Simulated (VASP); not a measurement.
Input for VASP

INCAR:
```
# general
SYSTEM =InPd
PREC   =Accurate
ENCUT  =420
LREAL  =.False.
LASPH  =.True.

# electronic loop
EDIFF  =1E-09
NELM   =100
ALGO   =Normal
LMAXMIX=4

# smearing
ISMEAR =1
SIGMA  =0.1

# ions
IBRION =2
NSW    =50
ISIF   =3
EDIFFG =-0.005

# output
LWAVE  =.False.
LCHARG =.False.
```

File POSCAR:
```
InPd
1.0
  3.2718800000   0.0000000000   0.0000000000
  0.0000000000   3.2718800000   0.0000000000
  0.0000000000   0.0000000000   3.2718800000
In Pd
1 1
Cartesian
 -0.0005038695   0.0055621960  -0.0123807939
  1.6364438695   1.6303778040   1.6483207939
```

### KPOINTS
```
Automatic mesh
0
Gamma
10 10 10
0.5 0.5 0.5
```

POTCAR, in this order: In_d Pd (LDA.64 set). Program: vasp_std.

Write an equivalent input for Ansatz.

One equivalent input (not run):
Ansatz 0.2 input:
```yaml
crystal:
  lattice:
    - [3.2718800, 0.0000000, 0.0000000]
    - [0.0000000, 3.2718800, 0.0000000]
    - [0.0000000, 0.0000000, 3.2718800]
  atoms:
    - { symbol: In, position: [-0.0001540, 0.0017000, -0.0037840] }
    - { symbol: Pd, position: [0.5001540, 0.4983000, 0.5037840] }
kpoints:
  mp_grid: { grid: [10, 10, 10], shift: [0.5, 0.5, 0.5] }
hamiltonian:
  xc: lda
  pseudopotentials: { kind: paw }
scf:
  occupations: { method: methfessel_paxton, width: 0.1 }
  max_iter: 100
relax:
  max_steps: 50
  f_tol: 0.005
  cell: {}
output: { forces: true, stress: true, eigenvalues: true }
```
Limits of the translation: each code has its own PAW files, so the cut-off isn't converted (ENCUT is set for VASP's; basis.ecutwfc is left out, and Ansatz then takes the one that its files recommend); Ansatz stops its SCF on the density residual and VASP on the energy change (EDIFF); Ansatz's lda is the Perdew-Wang form, while the LDA potentials of VASP carry Perdew-Zunger's.

The structure comes from a computed database's InPd entry; how it stands against other phases isn't given here. In the starting cell atoms are displaced from their ideal sites. This run relaxes it. The run is one of a series of settings (EDIFF = 1E-09, EDIFFG = -0.005, ENCUT = 420, IBRION = 2, ISIF = 3, NSW = 50, KPOINTS 10×10×10 Γ-centred mesh shifted by (0.5, 0.5, 0.5) against the base run), some of them coarse on purpose.
